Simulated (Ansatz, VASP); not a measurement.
# K: VASP beside Ansatz, part 2 of 2

Wanted: the spread between two codes on one cell, functional and k mesh. Of the first pair: The structure shown is the end of the Ansatz relaxation below.

VASP 6.6.1 and Ansatz 0.2.0.

So far: The structure; Ansatz: relaxation, LDA.

### 3. VASP: single point, LDA, relaxed cell, pair 1

Level of this step: LDA; plane waves and PAW (K_sv) (VASP).

The same cell, functional (in two slightly different forms), mesh and smearing now go to VASP, with its own data sets.

Lines of VASP's logs that name or quote its potential files are left out, and so is its time.

Input file INCAR:

```
SYSTEM = K
PREC = Accurate
ENCUT = 400
EDIFF = 1E-06
NELM = 120
ISMEAR = 1
SIGMA = 0.2
LREAL = .FALSE.
ALGO = Normal
GGA = PW92
NBANDS = 33
LORBIT = 11
LWAVE = .FALSE.
LCHARG = .FALSE.
ISIF = 2
LDIPOL = .TRUE.
IDIPOL = 3
DIPOL = 0.5 0.5 0.245
LVHAR = .TRUE.
LASPH = .TRUE.
GGA_COMPAT = .FALSE.
NELMDL = -8
KPAR = 2
```

Input file POSCAR:

```
K
1.0
    4.4994420384      0.0000000000      0.0000000000
    0.0000000000      7.2285747742      0.0000000000
    0.0000000000      0.0000000000     41.7573915360
K
6
Direct
    0.0000000000      0.0000000000      0.1370526727
    0.5000000000      0.5000000000      0.1665958554
    0.0000000000      0.5000000000      0.2599430359
    0.5000000000      0.0000000000      0.2291828230
    0.0000000000      0.0000000000      0.3225300035
    0.5000000000      0.5000000000      0.3520731862
```

Input file KPOINTS:

```
Automatic mesh
0
Gamma
8 6 1
0 0 0
```

PAW data sets: K_sv (LDA family, release 64).

Launch:

```console
mpirun -np 2 vasp_std
```

Numbers of over 12 decimals in the logs are rounded to 6 here.

Output:

```text
[banner, memory and clock lines left out]
running    2 mpi-ranks, on    1 nodes
 distrk:  each k-point on    1 cores,    2 groups
 distr:  one band on    1 cores,    1 groups

 POSCAR found type information on POSCAR K
 POSCAR found :  1 types and       6 ions
|                                                                             |
|               ----> ADVICE to this user running VASP <----                  |
|                                                                             |
|     You enforced a specific xc type in the INCAR file but a different       |
|     [... a line on the potential file left out ...]
|     I HOPE YOU KNOW WHAT YOU ARE DOING!                                     |
|                                                                             |

 LDA part: xc-table for (Slater(with rela. corr.)+PW92), standard interpolation
 POSCAR, INCAR and KPOINTS ok, starting setup
 FFT: planning ... GRIDC
 FFT: planning ... GRID_SOFT
 FFT: planning ... GRID
 WAVECAR not read
 entering main loop
       N       E                     dE             d eps       ncg     rms          rms(c)
DAV:   1     0.299925002891E+03    0.29993E+03   -0.19412E+04  1992   0.898E+02
DAV:   2     0.316045089349E+02   -0.26832E+03   -0.26637E+03  1672   0.277E+02
DAV:   3    -0.472714588552E+01   -0.36332E+02   -0.36231E+02  1911   0.628E+01
DAV:   4    -0.659680956519E+01   -0.18697E+01   -0.18662E+01  1736   0.215E+01
DAV:   5    -0.674192512006E+01   -0.14512E+00   -0.14510E+00  2304   0.379E+00
DAV:   6    -0.674306262047E+01   -0.11375E-02   -0.11375E-02  1760   0.471E-01
DAV:   7    -0.674309549778E+01   -0.32877E-04   -0.32876E-04  1976   0.665E-02
DAV:   8    -0.674309660711E+01   -0.11093E-05   -0.11081E-05  1688   0.108E-02    0.650E+00
DAV:   9    -0.647694026108E+01    0.26616E+00   -0.79560E-01  1578   0.253E+00    0.343E+00
DAV:  10    -0.643650043085E+01    0.40440E-01   -0.29598E-01  1578   0.119E+00    0.102E+00
DAV:  11    -0.642913646612E+01    0.73640E-02   -0.61177E-02  1649   0.777E-01    0.255E-01
DAV:  12    -0.642875924372E+01    0.37722E-03   -0.53076E-03  1586   0.271E-01    0.116E-01
DAV:  13    -0.642808502631E+01    0.67422E-03   -0.21039E-03  1624   0.156E-01    0.441E-02
DAV:  14    -0.642811881673E+01   -0.33790E-04   -0.31845E-04  1752   0.576E-02    0.340E-02
[...]
DAV:  20    -0.642932854111E+01   -0.78900E-04   -0.86244E-06   992   0.443E-03    0.191E-03
DAV:  21    -0.642936478512E+01   -0.36244E-04   -0.17957E-06   987   0.241E-03    0.130E-03
DAV:  22    -0.642940892550E+01   -0.44140E-04   -0.41391E-06   943   0.269E-03    0.138E-03
DAV:  23    -0.642941601642E+01   -0.70909E-05   -0.20238E-07  1014   0.134E-03    0.419E-04
DAV:  24    -0.642942471771E+01   -0.87013E-05   -0.31724E-07   897   0.802E-04    0.213E-04
DAV:  25    -0.642942677102E+01   -0.20533E-05   -0.29728E-08   946   0.469E-04    0.152E-04
DAV:  26    -0.642942831160E+01   -0.15406E-05   -0.20121E-08   875   0.410E-04    0.199E-04
DAV:  27    -0.642942905326E+01   -0.74166E-06   -0.37277E-09   889   0.366E-04
   1 F= -.64294291E+01 E0= -.64315288E+01  d E =0.629932E-02
```

Parts of OUTCAR (step 3):

```text
ion  position               nearest neighbor table
   1  0.000  0.000  0.137-
   2  0.500  0.500  0.167-
   3  0.000  0.500  0.260-
   4  0.500  0.000  0.229-
   5  0.000  0.000  0.323-
   6  0.500  0.500  0.352-

  LATTYP: Found a simple orthorhombic cell.
 ALAT       =     4.4994420384
 B/A-ratio  =     1.6065491482
 C/A-ratio  =     9.2805710529

 Subroutine GETGRP returns: Found  8 space group operations
 (whereof  4 operations were pure point group operations)

The static configuration has the point symmetry C_2v.
 The point group associated with its full space group is D_2h.

 Found     20 irreducible k-points:

   k-points           NKPTS =     20   k-points in BZ     NKDIM =     20   number of bands    NBANDS=     33

   dimension x,y,z NGX =    30 NGY =   48 NGZ =  280
   dimension x,y,z NGXF=    60 NGYF=   96 NGZF=  560

   ENCUT  =  400.0 eV  29.40 Ry    5.42 a.u.   7.34 11.79 68.10*2*pi/ulx,y,z

   NELECT =      54.0000    total number of electrons

 k-points in reciprocal lattice and weights: Automatic mesh
   0.00000000  0.00000000  0.00000000       0.021
   0.12500000  0.00000000  0.00000000       0.042
   0.25000000  0.00000000  0.00000000       0.042
   0.37500000  0.00000000  0.00000000       0.042
   0.50000000  0.00000000  0.00000000       0.021
   0.00000000  0.16666667  0.00000000       0.042
   0.12500000  0.16666667  0.00000000       0.083
   0.25000000  0.16666667  0.00000000       0.083
   0.37500000  0.16666667  0.00000000       0.083
[...]
0.37500000  0.50000000  0.00000000       0.042
   0.50000000  0.50000000  0.00000000       0.021

 dipolmoment           0.000000      0.000000     -0.000000 electrons x Angstroem

 average (electrostatic) potential at core
       1 -40.7424       2 -40.5627       3 -40.4377       4 -40.4377       5 -40.5627
       6 -40.7424

 E-fermi :  -1.7424

 k-point     1 :       0.0000    0.0000    0.0000
  band No.  band energies     occupation
    ...
     23     -17.1324      2.00000
     24     -17.1309      2.00000
     25      -3.9335      2.00000
     26      -3.3675      2.00000
     27      -2.4860      2.00000
     28      -1.4083     -0.03968
     29      -1.2032     -0.00092
     30      -0.9291     -0.00000
     31      -0.6542     -0.00000
     32      -0.6360     -0.00000
    ...

 k-point     2 :       0.1250    0.0000    0.0000
  band No.  band energies     occupation
    ...
     23     -17.1396      2.00000
     24     -17.1346      2.00000
     25      -3.7973      2.00000
     26      -3.2347      2.00000
     27      -2.3574      2.00012
     28      -1.3102     -0.00918
     29      -1.0697     -0.00002
     30      -0.8781     -0.00000
     31      -0.5821     -0.00000
     32      -0.5578     -0.00000
    ...

 k-point     3 :       0.2500    0.0000    0.0000
  band No.  band energies     occupation
    ...
     23     -17.1562      2.00000
     24     -17.1411      2.00000
     25      -3.3998      2.00000
     26      -2.8484      2.00000
     27      -1.9856      2.07089
     28      -1.0341     -0.00001
     29      -0.7233     -0.00000
     30      -0.6975     -0.00000
     31      -0.4255     -0.00000
     32      -0.3320     -0.00000
    ...

  Total       -0.0139779     -0.0135786     -0.0158310      0.0000000      0.0000000      0.0000000
  in kB       -0.0164895     -0.0160184     -0.0186756      0.0000000      0.0000000      0.0000000
  external PRESSURE =      -0.0170612 kB  Pullay stress =       0.0000000 kB

  energy-cutoff  :      400.00
  volume of cell :     1358.14
      direct lattice vectors                 reciprocal lattice vectors
     4.499442038  0.000000000  0.000000000     0.222249779  0.000000000  0.000000000
     0.000000000  7.228574774  0.000000000     0.000000000  0.138339857  0.000000000
     0.000000000  0.000000000 41.757391536     0.000000000  0.000000000  0.023947856

 POSITION                                       TOTAL-FORCE (eV/Angst)
 -----------------------------------------------------------------------------------
      0.00000      0.00000      5.72296         0.000000      0.000000     -0.001521
      2.24972      3.61429      6.95661         0.000000      0.000000     -0.000283
      0.00000      3.61429     10.85454         0.000000      0.000000     -0.000153
      2.24972      0.00000      9.57008         0.000000      0.000000      0.000153
      0.00000      0.00000     13.46801         0.000000      0.000000      0.000283
      2.24972      3.61429     14.70166         0.000000      0.000000      0.001521
 -----------------------------------------------------------------------------------
    total drift:                                0.000000      0.000000      0.000005

  FREE ENERGIE OF THE ION-ELECTRON SYSTEM (eV)
  ---------------------------------------------------
  free  energy   TOTEN  =        -6.4294290533 eV

  energy  without entropy=       -6.4357283731  energy(sigma->0) =       -6.43152883

 vacuum level on the upper side and lower side of the slab         0.744         0.744

 total charge
# of ion       s       p       d       tot
------------------------------------------
    1        1.988   5.532   0.005   7.525
    2        1.986   5.535   0.006   7.527
    3        1.985   5.537   0.008   7.530
    4        1.985   5.537   0.008   7.530
    5        1.986   5.535   0.006   7.527
    6        1.988   5.532   0.005   7.525
--------------------------------------------------
tot         11.918  33.208   0.038  45.163

[... 3 further parts left out ...]
```

The run ends at a pressure of 0.00 GPa, with forces up to 0.0015 eV/Å.

### 4. Side by side

Known differences besides the potentials themselves: Ansatz cuts the interaction across the vacuum, VASP repeats the sheet with a dipole correction (LDIPOL); the cutoff is 420 eV in Ansatz and 400 eV in VASP; VASP's log shows a relativistic correction to its local exchange, Ansatz's none. Total energies have different zeros and are not compared.

Where the cell holds vacuum, a pressure given here is an average over it and none of the material.

### 5. Ansatz: relaxation, LDA

The two programs are compared at the cell with which this relaxation starts, whose forces are those of its first step. This pair takes another cell of the material, with 3 atoms against 6 for the pair before.

The structure compared here is the start of the Ansatz relaxation; VASP solves that cell, so the two are compared at the walk's first step.

Input file input.yaml:

```yaml
crystal:
  lattice:
    - [2.625, 3.71231, 0.0]
    - [-2.625, 3.71231, 0.0]
    - [0.0, 0.0, 20.42462]
  atoms:
    - { symbol: K, position: [0.0, 0.0, 0.318243] }
    - { symbol: K, position: [0.5, 0.5, 0.5] }
    - { symbol: K, position: [0.0, 0.0, 0.681757] }
  periodic: [true, true, false]
kpoints:
  mp_grid: { grid: [10, 10, 1] }
hamiltonian:
  xc: lda
  pseudopotentials: { kind: paw, azcp: { folder: soft_1 }, xc_functional: pbe }
scf:
  occupations: { method: gaussian, width: 0.1 }
output:
  forces: true
  stress: true
  eigenvalues: true
  write_density: true
  write_potential: true
  elf: true
  volumetric_format: npy
relax:
  adjacent_minimum: "off"
  f_tol: 0.005
  max_steps: 80
  cell: { stress_2d_tol: 0.02 }
```

Launch:

```console
ansatz run input.yaml --threads 4 --pin off --max-ram 16384MiB --backend cpu --events-out ev --progress --plain --runs-dir out
```

Output:

```text
[...]
Crystal: 3 atoms, lattice volume = 753.260 Å³
Basis set: ecut = 420 eV, 14809 PW (Γ)
Bands: 18, of which v1, the nominal top of the filled ones, is band 14 counted from 1 (13 counted from 0)
Symmetry: 8 space group operations
[...]
k-points: 31 of 100
[...]
° read free of the cell's end (the report's vacuum.weakly_bound_levels)
--- Relaxed structure (7 steps of the walk, 7 accepted, 1 SCFs on fresh bases) ---
[...]
cell:  # Å, volume = 666.4133 Å³
    - [2.337906, 3.687613, 0.0]
    - [-2.337906, 3.687613, 0.0]
    - [0.0, 0.0, 38.649271]
  atoms:
    - { symbol: K, position: [0, 0, 0.169869] }
    - { symbol: K, position: [0.500000, 0.500000, 0.264230] }
    - { symbol: K, position: [0, 0, 0.358592] }
[key lines of the parts left out:]
SCF converged after 6 iterations
Free energy (F): -4488.471125 eV
Fermi energy:    -2.584293 eV
P = ½ c Tr σ = -0.0006 N/m
```

### 6. VASP: single point, LDA, start cell, pair 2

The same cell, functional (in two slightly different forms), mesh and smearing now go to VASP, with its own data sets.

Input file INCAR:

```
SYSTEM = K
PREC = Accurate
ENCUT = 400
EDIFF = 1E-06
NELM = 120
ISMEAR = 0
SIGMA = 0.1
LREAL = .FALSE.
ALGO = Normal
GGA = PW92
NBANDS = 19
LORBIT = 11
LWAVE = .FALSE.
LCHARG = .FALSE.
ISIF = 2
LDIPOL = .TRUE.
IDIPOL = 3
DIPOL = 0.5 0.5 0.264
LVHAR = .TRUE.
LASPH = .TRUE.
GGA_COMPAT = .FALSE.
NELMDL = -8
KPAR = 2
```

Input file POSCAR:

```
K
1.0
    2.6250000000      3.7123100000      0.0000000000
   -2.6250000000      3.7123100000      0.0000000000
    0.0000000000      0.0000000000     38.6492710000
K
3
Direct
    0.0000000000      0.0000000000      0.1681789030
    0.5000000000      0.5000000000      0.2642303395
    0.0000000000      0.0000000000      0.3602817761
```

Input file KPOINTS:

```
Automatic mesh
0
Gamma
10 10 1
0 0 0
```

Launch:

```console
mpirun -np 2 vasp_std
```

Output:

```text
[banner, memory and clock lines left out]
running    2 mpi-ranks, on    1 nodes
[...]
[... a notice as in an earlier step ...]

 LDA part: xc-table for (Slater(with rela. corr.)+PW92), standard interpolation
 POSCAR, INCAR and KPOINTS ok, starting setup
[...]
entering main loop
       N       E                     dE             d eps       ncg     rms          rms(c)
DAV:   1     0.145041153615E+03    0.14504E+03   -0.93364E+03  1709   0.744E+02
DAV:   2     0.133642293301E+02   -0.13168E+03   -0.12931E+03  1414   0.227E+02
DAV:   3    -0.245840203068E+01   -0.15823E+02   -0.15767E+02  1928   0.589E+01
DAV:   4    -0.325223675023E+01   -0.79383E+00   -0.78262E+00  1745   0.134E+01
[...]
DAV:  23    -0.313977177643E+01   -0.35405E-05   -0.17093E-07   925   0.653E-04    0.173E-04
DAV:  24    -0.313977318555E+01   -0.14091E-05   -0.85774E-08   908   0.624E-04    0.216E-04
DAV:  25    -0.313977389854E+01   -0.71298E-06   -0.17399E-08   843   0.499E-04
   1 F= -.31397739E+01 E0= -.31320604E+01  d E =-.154270E-01
```

OUTCAR, selected parts (step 6):

```text
  Total       -0.9283698     -0.5833893     -0.4142832      0.0000000      0.0000000      0.0000000
  in kB       -1.9746346     -1.2408641     -0.8811768      0.0000000      0.0000000      0.0000000
  external PRESSURE =      -1.3655585 kB  Pullay stress =       0.0000000 kB

 POSITION                                       TOTAL-FORCE (eV/Angst)
 -----------------------------------------------------------------------------------
      0.00000      0.00000      6.49999         0.000000      0.000000      0.053924
      0.00000      3.71231     10.21231         0.000000      0.000000     -0.000000
      0.00000      0.00000     13.92463         0.000000      0.000000     -0.053924
 -----------------------------------------------------------------------------------
    total drift:                                0.000000      0.000000      0.000004

  FREE ENERGIE OF THE ION-ELECTRON SYSTEM (eV)
  ---------------------------------------------------
  free  energy   TOTEN  =        -3.1397738985 eV

  energy  without entropy=       -3.1243469060  energy(sigma->0) =       -3.13206040

[... 3 further parts left out ...]
[key lines of the parts left out:]
E-fermi :  -1.8512
```

This run has no spin polarisation. Its electron count is odd, so without a moment it is a metal by construction.

### 7. Differences

Forces (eV/Å; atoms numbered as in POSCAR):

```
atom        Ansatz x, y, z          VASP x, y, z
  K1   0.000, 0.000, 0.055   0.000, 0.000, 0.054
  K2   0.000, 0.000, 0.000   0.000, 0.000, 0.000
  K3  0.000, 0.000, -0.055  0.000, 0.000, -0.054
```

The forces differ by 0.4 meV/Å r.m.s., which is 1.4 % of the r.m.s. force of 0.025 eV/Å (both taken over all components). Where the cell holds vacuum, a pressure given here is an average over it and none of the material.

### 8. Ansatz: relaxation, LDA

This run makes the geometry at which the two programs are then compared.

The structure compared here is the end of the Ansatz relaxation.

This is the run of step 5 again, met here at its other cell.

### 9. VASP: single point, LDA, relaxed cell, pair 3

The same cell, functional (in two slightly different forms), mesh and smearing now go to VASP, with its own data sets.

INCAR is that of step 6.

Input file POSCAR:

```
K
1.0
    2.3379058678      3.6876128530      0.0000000000
   -2.3379058678      3.6876128530      0.0000000000
    0.0000000000      0.0000000000     38.6492706294
K
3
Direct
    0.0000000000      0.0000000000      0.1698691766
    0.5000000000      0.5000000000      0.2642303421
    0.0000000000      0.0000000000      0.3585915076
```

KPOINTS is that of step 6.

Launch:

```console
mpirun -np 2 vasp_std
```

Output:

```text
[... set-up lines as in an earlier step ...]
 entering main loop
       N       E                     dE             d eps       ncg     rms          rms(c)
DAV:   1     0.150637300999E+03    0.15064E+03   -0.94349E+03  1698   0.759E+02
DAV:   2     0.135242113813E+02   -0.13711E+03   -0.13468E+03  1374   0.236E+02
DAV:   3    -0.248368591437E+01   -0.16008E+02   -0.15930E+02  1900   0.593E+01
DAV:   4    -0.334320155895E+01   -0.85952E+00   -0.85112E+00  1759   0.138E+01
[...]
DAV:  23    -0.320376178691E+01   -0.43059E-05   -0.25891E-07   911   0.761E-04    0.239E-04
DAV:  24    -0.320376285083E+01   -0.10639E-05   -0.39165E-08   896   0.327E-04    0.114E-04
DAV:  25    -0.320376359851E+01   -0.74768E-06   -0.15828E-08   849   0.232E-04
   1 F= -.32037636E+01 E0= -.31979454E+01  d E =-.116365E-01
```

From OUTCAR (step 9):

```text
  Total       -0.0084151     -0.0041057     -0.0125419      0.0000000      0.0000000      0.0000000
  in kB       -0.0202314     -0.0098709     -0.0301529      0.0000000      0.0000000      0.0000000
  external PRESSURE =      -0.0200850 kB  Pullay stress =       0.0000000 kB

 POSITION                                       TOTAL-FORCE (eV/Angst)
 -----------------------------------------------------------------------------------
      0.00000      0.00000      6.56532         0.000000     -0.000000     -0.000330
      0.00000      3.68761     10.21231         0.000000      0.000000     -0.000000
      0.00000      0.00000     13.85930         0.000000      0.000000      0.000330
 -----------------------------------------------------------------------------------
    total drift:                                0.000000      0.000000      0.000042

  FREE ENERGIE OF THE ION-ELECTRON SYSTEM (eV)
  ---------------------------------------------------
  free  energy   TOTEN  =        -3.2037635985 eV

  energy  without entropy=       -3.1921271213  energy(sigma->0) =       -3.19794536

[... 1 part as in an earlier step ...]

[... 2 further parts left out ...]
[key lines of the parts left out:]
E-fermi :  -1.7958
```

The run ends at a pressure of 0.00 GPa, with forces up to 3.3e-4 eV/Å.

### 10. Comparison

Where the cell holds vacuum, a pressure given here is an average over it and none of the material.

### 11. Results

```
r.m.s. force difference (single point, LDA, relaxed cell, pair 1) : 0.5 meV/Å
r.m.s. force difference (single point, LDA, start cell, pair 2)   : 0.36 meV/Å
r.m.s. force difference (single point, LDA, relaxed cell, pair 3) : 0.46 meV/Å
```

**Reading.** The r.m.s. force difference is 0.5 meV/Å (single point, LDA, relaxed cell, pair 1), within the 12 meV/Å picked in this series as the mark of a large difference. 1 further pair of this series is not shown here. How closely two codes agree says nothing of how well the functional describes the real material.

[Lines on the potential files, build, host, timing and source positions are cut from VASP's logs without a mark.]

[Logs are printed without paths, hosts, clocks, repeated set-up lines and the standing remarks that a program may print on its own settings, such as how far it seeks lower states.]

[Hosts, paths, dates, database ids (printed as entryN), source tags and the programs' standing remarks are cut or masked in the printed files.]
